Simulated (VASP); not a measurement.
Method: revTPSS meta-GGA, VASP's PBE PAW potentials (set 64) (plane waves; VASP).

The input files of a VASP run:

INCAR:
```
SYSTEM = Dy
PREC = Accurate
ENCUT = 520
EDIFF = 1E-6
NELM = 100
ALGO = Normal
LREAL = .FALSE.
LASPH = .TRUE.
ISMEAR = 1
SIGMA = 0.1
METAGGA = RTPSS
LMIXTAU = .TRUE.
LMAXMIX = 6
LWAVE = .FALSE.
LCHARG = .FALSE.
IBRION = 2
ISIF = 3
NSW = 60
EDIFFG = -0.01
```

**KPOINTS**
```
Automatic mesh
0
Gamma
11 11 6
0 0 0
```

File POSCAR:
```
Dy
1
    1.7886921007    -3.0981054001     0.0000000000
    1.7886921007     3.0981054001    -0.0000000000
    0.0000000000     0.0000000000     5.5136713844
Dy
2
Direct
  0.3333330000   0.6666670000   0.2500000000
  0.6666670000   0.3333330000   0.7500000000
```

POTCAR, in this order: Dy_3 (PBE.64 set). Program: vasp_std.

What VASP printed:

File OUTCAR:
```
 ion  position               nearest neighbor table
   1  0.333  0.667  0.250-   2 3.44   2 3.44   2 3.44   2 3.44   2 3.44   2 3.44
   2  0.667  0.333  0.750-   1 3.44   1 3.44   1 3.44   1 3.44   1 3.44   1 3.44
  LATTYP: Found a hexagonal cell.
 ALAT       =     3.5773840304
 C/A-ratio  =     1.5412578961
 Subroutine PRICEL returns:
 Original cell was already a primitive cell.
 Subroutine GETGRP returns: Found 24 space group operations
The static configuration has the point symmetry D_3d.
 The point group associated with its full space group is D_6h.
The dynamic configuration has the point symmetry D_3d.
 Subroutine INISYM returns: Found 24 space group operations
 Subroutine IBZKPT returns following result:
 Found     64 irreducible k-points:

 Following reciprocal coordinates:
            Coordinates               Weight
  0.000000  0.000000  0.000000      1.000000
  0.090909  0.000000  0.000000      6.000000
  0.181818  0.000000  0.000000      6.000000
  0.272727  0.000000  0.000000      6.000000
  0.363636  0.000000  0.000000      6.000000
  0.454545  0.000000  0.000000      6.000000
  0.090909  0.090909  0.000000      6.000000
...
```

### OSZICAR
```
       N       E                     dE             d eps       ncg     rms          rms(c)
DAV:   1     0.145252153659E+03    0.14525E+03   -0.10587E+04  1664   0.157E+03
DAV:   2     0.671414322428E+02   -0.78111E+02   -0.76833E+02  1669   0.408E+02
DAV:   3     0.626193289826E+02   -0.45221E+01   -0.42102E+01  2351   0.545E+01
DAV:   4     0.624327208185E+02   -0.18661E+00   -0.18359E+00  2284   0.111E+01
DAV:   5     0.624267535781E+02   -0.59672E-02   -0.59528E-02  2494   0.164E+00    0.298E+01
DAV:   6     0.545512844252E+02   -0.78755E+01   -0.37272E+01  1664   0.688E+02    0.164E+01
DAV:   7     0.553545848601E+02    0.80330E+00   -0.14933E+00  2824   0.368E+01    0.114E+00
DAV:   8     0.548689197013E+02   -0.48567E+00   -0.61976E-01  1664   0.110E+01    0.609E-01
DAV:   9     0.190491962767E+04    0.18501E+04   -0.54109E+05  1664   0.886E+06    0.177E+00
DAV:  10     0.555142154103E+02   -0.18494E+04   -0.27912E+00  1733   0.289E+02    0.426E-01
DAV:  11     0.556422460534E+02    0.12803E+00   -0.19547E+00  2948   0.738E+00    0.236E-01
DAV:  12     0.548498674780E+02   -0.79238E+00   -0.13489E+00  1664   0.958E+00    0.303E-01
DAV:  13     0.548479007173E+02   -0.19668E-02   -0.21395E-03  2252   0.519E-01    0.997E-02
DAV:  14     0.557178162031E+02    0.86992E+00   -0.22769E+02  1664   0.526E+03    0.803E-02
DAV:  15     0.557181205713E+02    0.30437E-03   -0.35027E-03  2822   0.133E+00    0.883E-02
DAV:  16     0.548469852070E+02   -0.87114E+00   -0.52501E-01  1674   0.981E+00    0.731E-02
DAV:  17     0.548467318382E+02   -0.25337E-03   -0.41896E-04  2074   0.283E-01    0.551E-02
DAV:  18     0.548467177789E+02   -0.14059E-04   -0.16372E-05  2067   0.406E-02    0.519E-02
DAV:  19     0.548467162063E+02   -0.15726E-05   -0.58192E-06  1832   0.247E-02    0.533E-02
DAV:  20     0.548467132458E+02   -0.29605E-05   -0.24226E-06  1819   0.167E-02    0.581E-02
DAV:  21     0.548467117267E+02   -0.15191E-05   -0.30345E-07   937   0.586E-03    0.568E-02
DAV:  22     0.548467144968E+02    0.27702E-05   -0.13369E-06  1708   0.157E-02    0.565E-02
DAV:  23     0.548467079846E+02   -0.65123E-05   -0.93868E-07  1260   0.126E-02    0.543E-02
DAV:  24     0.548467079780E+02   -0.66109E-08   -0.35041E-08   902   0.235E-03
   1 F= 0.54846708E+02 E0= 0.54845828E+02  d E =0.548467E+02
```

**OUTCAR**
```
------------------------ aborting loop because EDIFF is reached ----------------------------------------
  FORCE on cell =-STRESS in cart. coord.  units (eV):
  Direction    XX          YY          ZZ          XY          YZ          ZX
  --------------------------------------------------------------------------------------
  Total       -0.0048066     -0.0048066     -0.0045046      0.0000000      0.0000000      0.0000000
  in kB       -0.1260218     -0.1260218     -0.1181046      0.0000000      0.0000000      0.0000000
  external PRESSURE =      -0.1233827 kB  Pullay stress =       0.0000000 kB
  volume of cell :       61.11
      direct lattice vectors                 reciprocal lattice vectors
     1.788692101 -3.098105400  0.000000000     0.279533856 -0.161388957  0.000000000
     1.788692101  3.098105400  0.000000000     0.279533856  0.161388957  0.000000000
     0.000000000  0.000000000  5.513671384     0.000000000  0.000000000  0.181367356
 POSITION                                       TOTAL-FORCE (eV/Angst)
 -----------------------------------------------------------------------------------
      1.78869      1.03270      1.37842         0.000000      0.000000      0.000000
      1.78869     -1.03270      4.13525        -0.000000     -0.000000      0.000000
 -----------------------------------------------------------------------------------
    total drift:                                0.000000      0.000101     -0.000010
  FREE ENERGIE OF THE ION-ELECTRON SYSTEM (eV)
  ---------------------------------------------------
  free  energy   TOTEN  =        54.8467079780 eV

  energy  without entropy=       54.8440675824  energy(sigma->0) =       54.84582785

 reached required accuracy - stopping structural energy minimisation
```
(Selected blocks of OUTCAR.)

The 4f electrons are frozen in the core of the lanthanide potential, so 4f levels, which can set the real gap, and their magnetism are missing.

The compound is Dy in the hcp structure. It was relaxed first. The start is the result of an earlier pass.
